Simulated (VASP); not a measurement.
All values below come from LDA (Ceperley-Alder, Perdew-Zunger), VASP's LDA PAW potentials (set 64) (plane waves; VASP).

Gaps are without spin-orbit coupling.

* **volume per atom**: 23.44 Å^3/atom
* **band gap (over mesh and band path)**: 0.49 eV
* **smallest direct gap (over mesh and band path)**: 0.60 eV

Question: Which relaxed crystal gives these values?
A) Cd2TeSe, R3m (160)
B) Ga2Se3, Imm2 (44)
C) CsBH4, F-43m (216)
D) SiO2, P4_2/mnm (136)

Answer: B, Ga2Se3, Imm2 (44)
